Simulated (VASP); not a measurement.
GaN (wurtzite), at 0.96 of the tabulated volume:

```
GaN
1.0
    1.57344    -2.72528     0.00000
    1.57344     2.72528     0.00000
    0.00000     0.00000     5.11986
Ga N
2 2
Direct
  0.66667   0.33333   0.50000
  0.33333   0.66667   0.00000
  0.66667   0.33333   0.87700
  0.33333   0.66667   0.37700
```

The lowest empty band near Γ, direction c, from mBJ (TB09) with spin-orbit coupling in VASP (PAW); its two spin partners are averaged. The gap over the points computed is 3.34 eV, and the next band on that side lies 2.59 eV away at the edge.

Numerical set-up: 520 eV cut-off, 9×9×5 Γ-centred mesh, Gaussian smearing of 0.050 eV, potentials Ga_d N.

```
distance from the edge in k (1/Å)  distance in energy (meV)
---------------------------------  ------------------------
0.018                                                   5.3
0.025                                                  10.1
0.035                                                  19.8
0.050                                                  40.1
0.070                                                  77.6
```

### Question
Fit E(1 + αE) = ħ²k²/2m* (ħ²/2m0 = 3.810 eV Å²) and predict the row at 0.095 1/Å.

### Answer
Least squares on the energies gives the electron mass m* = 0.234 m0 and α = 0.35 per eV, and so 140.0 meV. The run gave 139.8 meV, -0.2 meV from the fit.

Left out are points under 3 meV from the edge, since the levels carry 0.1 meV, and points farther than half the way to the next band.

The compound is GaN in the wurtzite structure. The cell was not relaxed at this level.
